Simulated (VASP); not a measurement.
CdF₂ (fluorite) relaxed at rising pressure, in one space group throughout; other phases were not tried. The pressures are those reached. All values below come from PBEsol GGA, VASP's PBE PAW potentials (set 64) (plane waves; VASP 6.6.1).

| P (GPa) | V (Å³/atom) | k-mesh |
|---|---|---|
| 0.09 | 13.064 | 7×7×7 |
| 5.05 | 12.544 | 7×7×7 |
| 10.05 | 12.121 | 7×7×7 |
| 19.94 | 11.467 | 7×7×7 |
| 29.91 | 10.962 | 8×8×8 |

A change of mesh leaves a small step in the series.

### Question
Fit an equation of state and predict the volume at 45.08 GPa.

### Answer
Least squares on the third-order Birch-Murnaghan form, P = (3B0/2)(y⁷ − y⁵)[1 + (3/4)(B′ − 4)(y² − 1)] with y = (V0/V)^(1/3), gives V0 = 13.074 Å³/atom, B0 = 110 GPa and B′ = 4.9, and so 10.370 Å³/atom. The run gave 10.369 Å³/atom, -0.0 % from the fit.

Pressures at which the relaxation failed are left out.

The compound is CdF2 in the fluorite structure.
